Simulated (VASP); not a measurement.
Energy against volume of CsPbBr3 (cubic perovskite). Calculation: revTPSS meta-GGA, VASP's PBE PAW potentials (set 64) (plane waves; VASP 6.6.1). Run with 520 eV cut-off, 4×4×4 Γ-centred mesh, Gaussian smearing of 0.050 eV, potentials Cs_sv Pb_d Br.

| V (Å³/atom) | E (eV/atom) |
|---|---|
| 40.113 | 14.64135 |
| 41.393 | 14.63331 |
| 42.673 | 14.63070 |
| 43.953 | 14.63270 |

**Question.** Fit these four points and predict the energy of the run at 45.233 Å³/atom.

**Answer.** A cubic in V^(−2/3), the third-order Birch-Murnaghan form, passes through the four points with V0 = 42.72 Å³/atom and B0 = 19 GPa, and gives 14.6386 eV/atom there. The run gave 14.6386 eV/atom, -0.1 meV/atom from the fit; all five points give B0 = 19 GPa.

The compound is CsPbBr3 in the cubic perovskite structure, the ideal cubic form; the compound distorts at low or room temperature. It was relaxed first, which changed the volume by +6 %.
